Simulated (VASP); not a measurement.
An input for Ansatz (written as the equivalent of a VASP run, and not itself run):

Ansatz 0.2 input:
```yaml
crystal:
  lattice:
    - [0.0000000, 2.9104118, 2.9104118]
    - [2.9547328, -0.0443210, 2.9547328]
    - [2.9547328, 2.9547328, -0.0443210]
  atoms:
    - { symbol: Sr, position: [0.0000000, 0.0000000, 0.0000000] }
kpoints:
  mp_grid: { grid: [8, 8, 8] }
hamiltonian:
  xc: pbesol
  pseudopotentials: { kind: paw }
scf:
  occupations: { method: gaussian, width: 0.05 }
  max_iter: 100
output: { forces: true, stress: true, eigenvalues: true }
```

Translate this input to VASP (INCAR, KPOINTS, POSCAR, choice of POTCAR).

Several could match; the one computed here: 
File POSCAR:
```
Sr
2.9547330
  0.0000000000   0.9849999275   0.9849999275
  0.9999999264  -0.0149999989   0.9999999264
  0.9999999264   0.9999999264  -0.0149999989
Sr
1
Cartesian
  0.0000000000   0.0000000000   0.0000000000
```

### INCAR
```
SYSTEM = Sr
PREC = Accurate; ENCUT = 480; LREAL = F
LASPH = T
EDIFF = 1E-7; NELM = 100; ALGO = Normal
LMAXMIX = 4
ISMEAR = 0; SIGMA = 0.05
GGA = PS
ISIF = 2
LWAVE = F; LCHARG = F
```

**KPOINTS**
```
Automatic mesh
0
Gamma
8 8 8
0 0 0
```

POTCAR, in this order: Sr_sv (PBE.64 set). Program: vasp_std.

What does not carry over: each code has its own PAW files, so the cut-off isn't converted (ENCUT is set for VASP's; basis.ecutwfc is left out, and Ansatz then takes the one that its files recommend); Ansatz stops its SCF on the density residual and VASP on the energy change (EDIFF).

The compound is Sr in the fcc structure. This cell was strained or had an atom moved on purpose.
